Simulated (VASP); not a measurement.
Input:

```
CELL_PARAMETERS angstrom
     -2.54935     2.54935     2.54935
      2.54935    -2.54935     2.54935
      2.54935     2.54935    -2.54935
ATOMIC_POSITIONS crystal
  Ba 0.00000 0.00000 0.00000
```

Calculation: SCAN meta-GGA, VASP's PBE PAW potentials (set 64) (plane waves; VASP). Numerical set-up: 520 eV cut-off, 10×10×10 Γ-centred mesh, first-order Methfessel-Paxton smearing of 0.10 eV, potentials Ba_sv.

The job: Ba (bcc), 1 atom, SCAN, static run, 520 eV, 10×10×10 Γ-centred mesh. Roughly how much core time does it take on a busy server core?

About 7 core-minutes (one run on a shared machine, a rough figure). It had 47 irreducible k-points, 9 bands, up to 1830 plane waves and 40 electronic steps.

The compound is Ba in the bcc structure. This cell is one point of a volume scan, at 1.03 of the reference volume.
